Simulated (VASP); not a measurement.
Data:

```yaml
crystal:
  lattice:
    - [-1.65090, 1.65090, 1.65090]
    - [1.65090, -1.65090, 1.65090]
    - [1.65090, 1.65090, -1.65090]
  atoms:
    - { symbol: Nb, position: [0.00000, 0.00000, 0.00000] }
```

The numbers are results of r2SCAN meta-GGA, VASP's PBE PAW potentials (set 64) (plane waves; VASP), not measurements. Numerical set-up: 480 eV cut-off, 14×14×14 Γ-centred mesh, first-order Methfessel-Paxton smearing of 0.10 eV, potentials Nb_sv.

Each relaxation starts from this cell; other phases were not tried.

Problem. The cell is relaxed at 10 GPa. What happens?

Solution. The volume per atom goes from 18.00 to 17.08 Å³ (-5.1 %), and the cell becomes a = b = c = 3.2446 Å, α = β = γ = 90.00°, space group Im-3m.

Problem. The cell is relaxed at 15 GPa. What happens?

Solution. The volume per atom goes from 18.00 to 16.69 Å³ (-7.3 %), and the cell becomes a = b = c = 3.220 Å, α = β = γ = 90.00°, space group Im-3m.

Failed runs are left out, and for metals the shear rows, which the mesh's noise covers.

The compound is Nb in the bcc structure.
